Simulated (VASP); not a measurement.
# WC (Qusongite): W into a neighbouring W vacancy

Aim: the barrier for one hop in WC (Qusongite): W into a neighbouring W vacancy. The start is a cell from a database of measured crystal structures.

Main program and level: VASP 6.6.1; LDA; plane waves and PAW (W, C).

### Step 1. The host crystal

It takes space group P-6m2 (No. 187, hexagonal). Conventional cell: a = 2.907 Å, b = 2.907 Å, c = 2.837 Å, α = 90.00°, β = 90.00°, γ = 120.00°. Nearest to W lie 6 C at 2.20 Å. Nearest to C lie 6 W at 2.20 Å. Farther neighbours are not listed.

Structure file:

```xyz
2
Lattice="2.9065 0.0000 0.0000 -1.4532 2.5171 0.0000 0.0000 0.0000 2.8366" Properties=species:S:1:pos:R:3 pbc="T T T"
W     0.0000    0.0000    0.0000
C     1.4533    0.8390    1.4183
```

### Step 2. Relax the host

The later steps need the crystal at this functional's own lattice; a raised cutoff keeps the stress reliable while the cell changes.

INCAR

```
SYSTEM = WC
PREC = Accurate
ENCUT = 520
EDIFF = 1E-06
NELM = 120
ISMEAR = 0
SIGMA = 0.1
LREAL = .FALSE.
ALGO = Normal
GGA = CA
NBANDS = 11
LASPH = .TRUE.
LORBIT = 11
LWAVE = .FALSE.
LCHARG = .FALSE.
KPAR = 3
IBRION = 2
NSW = 40
ISIF = 3
EDIFFG = -0.02
POTIM = 0.4
```

POSCAR

```
WC
1.0
    2.9065000000      0.0000000000      0.0000000000
   -1.4532500000      2.5171028361      0.0000000000
    0.0000000000      0.0000000000      2.8366000000
W C
1 1
Direct
    0.0000000000      0.0000000000      0.0000000000
    0.6666666667      0.3333333333      0.5000000000
```

KPOINTS

```
Automatic mesh
0
Gamma
7 7 7
0 0 0
```

The projector-augmented-wave data sets are W and C (LDA family, release 64).

The run is started by

```console
mpirun -np 3 vasp_std
```

The log of the run:

```text
[banner, memory and clock lines left out]
running    3 mpi-ranks, on    1 nodes
 distrk:  each k-point on    1 cores,    3 groups
 distr:  one band on    1 cores,    1 groups

 POSCAR found type information on POSCAR W C
 POSCAR found :  2 types and       2 ions
 LDA part: xc-table for (Slater(with rela. corr.)+CA(PZ))
 , standard interpolation
 POSCAR, INCAR and KPOINTS ok, starting setup
 FFT: planning ... GRIDC
 FFT: planning ... GRID_SOFT
 FFT: planning ... GRID
 WAVECAR not read
 entering main loop
       N       E                     dE             d eps       ncg     rms          rms(c)
DAV:   1     0.163357099416E+02    0.16336E+02   -0.50073E+03   704   0.815E+02
DAV:   2    -0.262735196762E+02   -0.42609E+02   -0.40505E+02   855   0.185E+02
DAV:   3    -0.279596065986E+02   -0.16861E+01   -0.16733E+01   857   0.315E+01
DAV:   4    -0.279686967718E+02   -0.90902E-02   -0.90868E-02   767   0.258E+00
DAV:   5    -0.279687244585E+02   -0.27687E-04   -0.27686E-04   815   0.148E-01    0.337E+01
DAV:   6    -0.249449624107E+02    0.30238E+01   -0.14164E+01   801   0.223E+01    0.103E+01
DAV:   7    -0.248441220588E+02    0.10084E+00   -0.75286E-01   710   0.687E+00    0.822E+00
DAV:   8    -0.247969530699E+02    0.47169E-01   -0.12521E-01   767   0.269E+00    0.248E+00
DAV:   9    -0.247904469228E+02    0.65061E-02   -0.14805E-02   752   0.799E-01    0.101E-01
DAV:  10    -0.247903349642E+02    0.11196E-03   -0.77204E-04   788   0.234E-01    0.116E-01
DAV:  11    -0.247903168744E+02    0.18090E-04   -0.11698E-04   897   0.703E-02    0.919E-03
DAV:  12    -0.247903160413E+02    0.83314E-06   -0.54765E-06   758   0.179E-02
   1 F= -.24790316E+02 E0= -.24789341E+02  d E =-.247903E+02
 curvature:   0.00 expect dE= 0.000E+00 dE for cont linesearch  0.000E+00
 trial: gam= 0.00000 g(F)=  0.218E-48 g(S)=  0.801E-01 ort = 0.000E+00 (trialstep = 0.100E+01)
 search vector abs. value=  0.801E-01
 bond charge predicted
       N       E                     dE             d eps       ncg     rms          rms(c)
DAV:   1    -0.247763894843E+02    0.13927E-01   -0.21983E+00   704   0.123E+01    0.523E+00
DAV:   2    -0.247480164112E+02    0.28373E-01   -0.20894E-02   818   0.122E+00    0.276E+00
DAV:   3    -0.247367639318E+02    0.11252E-01   -0.19449E-02   761   0.104E+00    0.136E-01
DAV:   4    -0.247367728323E+02   -0.89005E-05   -0.25020E-04   785   0.127E-01    0.511E-02
DAV:   5    -0.247367691592E+02    0.36731E-05   -0.54092E-05   836   0.471E-02    0.285E-02
DAV:   6    -0.247367722884E+02   -0.31292E-05   -0.52660E-06   815   0.152E-02    0.818E-03
DAV:   7    -0.247367727493E+02   -0.46095E-06   -0.36200E-07   421   0.477E-03
   2 F= -.24736773E+02 E0= -.24735771E+02  d E =0.535433E-01
[...]
3 F= -.24802963E+02 E0= -.24802024E+02  d E =-.126474E-01
[...]
4 F= -.24802968E+02 E0= -.24802029E+02  d E =-.126518E-01
[...]
5 F= -.24802961E+02 E0= -.24802023E+02  d E =-.126451E-01
[...]
6 F= -.24802960E+02 E0= -.24802004E+02  d E =0.121626E-05
 trial-energy change:    0.000001  1 .order    0.000002   -0.000116    0.000119
 step:   0.4252(harm=  0.4252)  dis= 0.00000  next Energy=   -24.802990 (dE=-0.285E-04)
 bond charge predicted
       N       E                     dE             d eps       ncg     rms          rms(c)
DAV:   1    -0.248029970168E+02   -0.36514E-04   -0.83689E-04   710   0.225E-01    0.484E-02
DAV:   2    -0.248029918811E+02    0.51357E-05   -0.12794E-05   800   0.300E-02    0.212E-02
DAV:   3    -0.248029900813E+02    0.17997E-05   -0.23315E-06   560   0.962E-03    0.809E-03
DAV:   4    -0.248029899558E+02    0.12556E-06   -0.41515E-07   373   0.462E-03
   7 F= -.24802990E+02 E0= -.24802044E+02  d E =-.287646E-04
 curvature:  -0.21 expect dE=-0.254E-05 dE for cont linesearch -0.954E-09
 trial: gam= 0.08345 g(F)=  0.211E-48 g(S)=  0.120E-04 ort = 0.775E-06 (trialstep = 0.776E+00)
 search vector abs. value=  0.130E-04
 reached required accuracy - stopping structural energy minimisation
```

Run time: 4.6 s. Hardware: 3 MPI ranks of Intel Xeon 6975P-C (Granite Rapids), shared host; peak memory 0.39 GiB.

Lines that name or quote the potential files are left out of all logs, and their timing lines are given in words.

From OUTCAR (step 2):

```text
ion  position               nearest neighbor table
   1  0.000  0.000  0.000-   2 2.20   2 2.20   2 2.20   2 2.20   2 2.20   2 2.20
   2  0.667  0.333  0.500-   1 2.20   1 2.20   1 2.20   1 2.20   1 2.20   1 2.20

  LATTYP: Found a hexagonal cell.
 ALAT       =     2.9065000000
 C/A-ratio  =     0.9759504559

 Subroutine GETGRP returns: Found 12 space group operations
 (whereof 12 operations were pure point group operations)

The static configuration has the point symmetry D_3h.

 Found     32 irreducible k-points:

   k-points           NKPTS =     32   k-points in BZ     NKDIM =     32   number of bands    NBANDS=     11

   dimension x,y,z NGX =    24 NGY =   24 NGZ =   24
   dimension x,y,z NGXF=    48 NGYF=   48 NGZF=   48

   ENCUT  =  520.0 eV  38.22 Ry    6.18 a.u.   5.40  5.40  5.27*2*pi/ulx,y,z

   NELECT =      10.0000    total number of electrons

 k-points in reciprocal lattice and weights: Automatic mesh
   0.00000000  0.00000000  0.00000000       0.003
   0.14285714  0.00000000  0.00000000       0.017
   0.28571429  0.00000000  0.00000000       0.017
   0.42857143 -0.00000000  0.00000000       0.017
   0.14285714  0.14285714  0.00000000       0.017
   0.28571429  0.14285714  0.00000000       0.035
   0.42857143  0.14285714  0.00000000       0.017
   0.28571429  0.28571429  0.00000000       0.017
   0.00000000  0.00000000  0.14285714       0.006
[...]
0.42857143  0.14285714  0.42857143       0.035
   0.28571429  0.28571429  0.42857143       0.035

 average (electrostatic) potential at core
       1 -37.2587       2 -49.9902

 E-fermi :   8.6431

 k-point     1 :       0.0000    0.0000    0.0000
  band No.  band energies     occupation
      1      -5.8828      2.00000
      2       4.1101      2.00000
      3       5.1312      2.00000
      4       5.1312      2.00000
      5       8.7215      0.26752
      6      11.8012      0.00000
      7      11.8012      0.00000
      8      14.3069      0.00000
      9      14.3069      0.00000
    ...

 k-point     2 :       0.1429    0.0000    0.0000
  band No.  band energies     occupation
      1      -5.3692      2.00000
      2       3.9555      2.00000
      3       4.8268      2.00000
      4       5.6361      2.00000
      5       7.4435      2.00000
      6      11.6148      0.00000
      7      13.2216      0.00000
      8      13.3741      0.00000
      9      13.9663      0.00000
     10      16.7604      0.00000
    ...

 k-point     3 :       0.2857    0.0000    0.0000
  band No.  band energies     occupation
      1      -4.0689      2.00000
      2       2.6061      2.00000
      3       5.3093      2.00000
      4       5.8525      2.00000
      5       6.8724      2.00000
      6      11.2220      0.00000
      7      12.2608      0.00000
      8      13.3999      0.00000
      9      14.8856      0.00000
     10      18.6644      0.00000
    ...

  Total       -0.0174723     -0.0174723     -0.0029890      0.0000000     -0.0000000     -0.0000000
  in kB       -1.3777924     -1.3777924     -0.2356972      0.0000000     -0.0000000     -0.0000000
  external PRESSURE =      -0.9970940 kB  Pullay stress =       0.0000000 kB

  energy-cutoff  :      520.00
  volume of cell :       20.32
      direct lattice vectors                 reciprocal lattice vectors
     2.886841353  0.000000000  0.000000000     0.346399361  0.199993764  0.000000000
    -1.443420676  2.500077948  0.000000000    -0.000000000  0.399987529  0.000000000
     0.000000000 -0.000000000  2.815144254    -0.000000000 -0.000000000  0.355221584

 POSITION                                       TOTAL-FORCE (eV/Angst)
 -----------------------------------------------------------------------------------
      0.00000      0.00000      0.00000         0.000000     -0.000000      0.000000
      1.44342      0.83336      1.40757        -0.000000      0.000000     -0.000000
 -----------------------------------------------------------------------------------
    total drift:                               -0.000000      0.000000      0.000000

  FREE ENERGIE OF THE ION-ELECTRON SYSTEM (eV)
  ---------------------------------------------------
  free  energy   TOTEN  =       -24.8029899558 eV

  energy  without entropy=      -24.8010973468  energy(sigma->0) =      -24.80204365

 reached required accuracy - stopping structural energy minimisation

 total charge
# of ion       s       p       d       tot
------------------------------------------
    1        0.637   0.912   4.422   5.972
    2        0.848   1.588   0.000   2.436
--------------------------------------------------
tot          1.485   2.500   4.422   8.408

[... 3 further parts left out ...]
```

CONTCAR:

```
WC
   1.00000000000000
     2.8868413527391295    0.0000000000000000    0.0000000000000000
    -1.4434206763695647    2.5000779481680380    0.0000000000000000
     0.0000000000000000   -0.0000000000000000    2.8151442535734903
  W               C
     1     1
Direct
     0.0000000000000000    0.0000000000000000    0.0000000000000000
     0.6666666667000030    0.3333333332999970    0.5000000000000000
```

The k-mesh is coarse for a metal. The data set W keeps the semicore shell frozen, which is cheaper and a little less accurate. The run keeps the 12 symmetry operations of its start, so it cannot find a distortion of lower symmetry.

Step by step:

```tsv
step	energy less that of the first step (eV)	largest force (eV/Å)	pressure (GPa)	volume (Å³)
1	0.0000	0.0000	-9.04	20.75
2	0.0535	0.0000	23.20	19.38
3	-0.0126	0.0000	-0.20	20.32
4	-0.0127	0.0000	-0.05	20.32
5	-0.0126	0.0000	0.17	20.31
6	-0.0126	0.0000	-0.38	20.33
7	-0.0127	0.0000	-0.10	20.32
```

```tsv
conventional cell, symmetrised	before	after	change
a (Å)	2.907	2.887	-0.7 %
b (Å)	2.907	2.887	-0.7 %
c (Å)	2.837	2.815	-0.8 %
volume (Å³/atom)	10.38	10.16	-2.1 %
```

The relaxed structure:

```
W C
1.0
     2.88684    0.00000    0.00000
    -1.44342    2.50008    0.00000
     0.00000    0.00000    2.81514
W C
1 1
Direct
  0.00000 0.00000 0.00000
  0.66667 0.33333 0.50000
```

Numbers from this step:

* electronic cycles: 38
* electrons: 10
* free energy (TOTEN): -24.80 eV
* energy at zero smearing: -24.80 eV
* Fermi energy: 8.643 eV
* labelled metallic, from the levels on this mesh: yes

The run ended after 7 ionic steps, 0.013 eV below its first step, once forces and stress met EDIFFG = -0.02.

(Continued in part 2 of 4.)

[Lines on the potential files, build, host, timing and source positions are cut from VASP's logs without a mark.]

[Logs are printed without paths, hosts, clocks, repeated set-up lines and the standing remarks that a program may print on its own settings, such as how far it seeks lower states.]

[Hosts, paths, dates, database ids (printed as entryN), source tags and the programs' standing remarks are cut or masked in the printed files.]

[Runs that stopped without an error message from VASP are left out.]
